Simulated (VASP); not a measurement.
Here is the system:

```
CELL_PARAMETERS angstrom
     -1.70362     1.70362     1.70362
      1.70362    -1.70362     1.70362
      1.70362     1.70362    -1.70362
ATOMIC_POSITIONS crystal
  Li 0.00000 0.00000 0.00000
```

All values below come from vdW-DF-cx, VASP's PBE PAW potentials (set 64) (plane waves; VASP). Run with 520 eV cut-off, 15×15×15 Γ-centred mesh, first-order Methfessel-Paxton smearing of 0.10 eV, potentials Li_sv.

Problem. Estimate the energy per atom (σ→0), band gap (on the k-mesh) with the smallest direct gap where there is one.

Solution. 
band gap (on the k-mesh): none (metal, semimetal or under 0.01 eV)
energy per atom (σ→0): -1.003 eV/atom

The compound is Li in the bcc structure. This cell is one point of a volume scan, at 0.94 of the reference volume.
